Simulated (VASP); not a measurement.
Wanted: the native input for a VASP 6.6.1 run.

```
Task                   : relaxation of cell and atoms
Functional             : PBE
Dispersion             : D3(BJ)
Potentials or basis    : VASP PAW PBE potentials, release 64 (Hf_pv)
Cutoff                 : 600 eV
k mesh                 : 18 × 18 × 9
Occupations            : methfessel-paxton, width 0.1 eV
Spin                   : no spin polarisation
Further INCAR settings : ALGO = Normal; EDIFF = 1e-07; IBRION = 2; EDIFFG = -0.005; NSW = 90; ISIF = 3
```

The structure of Hf lies in POSCAR:

```
Hf                                      
1.0
    3.1681153052     -0.0000000000      0.0000000000
   -1.5840576526      2.7436683364     -0.0000000000
    0.0000000000      0.0000000000      5.0080392385
  Hf            
     2
Direct
     0.3333333332999970    0.6666666667000030    0.2500000000000000
     0.6666666667000030    0.3333333332999970    0.7500000000000000
```

The input as run:

INCAR

```
SYSTEM = Hf
PREC = Accurate ; ENCUT = 600
EDIFF = 1E-7 ; ISMEAR = 1
SIGMA = 0.1 ; LREAL = .False.
LASPH = .True. ; NELM = 80
ALGO = Normal ; ISIF = 3
LWAVE = .False. ; LCHARG = .False.
GGA = PE ; IVDW = 12
IBRION = 2 ; NSW = 90
EDIFFG = -0.005
```

KPOINTS

```
Automatic mesh
0
Gamma
  18 18 9
  0 0 0
```

Potentials or basis: VASP PAW PBE potentials, release 64 (Hf_pv).

The run is started by

```console
$ cat potpaw_PBE.64/Hf_pv/POTCAR > POTCAR
$ mpirun -np 1 vasp_std > vasp.out
```

Results of the run:

- Relaxed volume: 21.76 Å³/atom
- Relaxed cell: a = 3.168 Å, b = 3.168 Å, c = 5.006 Å, α = 90.00°, β = 90.00°, γ = 120.00°
- Space group after relaxing (to 0.05 Å): P6_3/mmc (No. 194)
- Energy gained by relaxing: 0.0 meV/atom
- Ionic steps: 2
- Pressure after relaxing: 0.0 GPa
- Band gap on the k mesh: none (metal or under the smearing width)
- Dispersion energy per atom: -0.463 eV

Caveat: pairwise dispersion overbinds metals, which lowers pressure and volume.

It took 89 s on 1 thread of Intel(R) Xeon(R) 6975P-C (Granite Rapids) (shared host), peak memory 0.27 GiB.
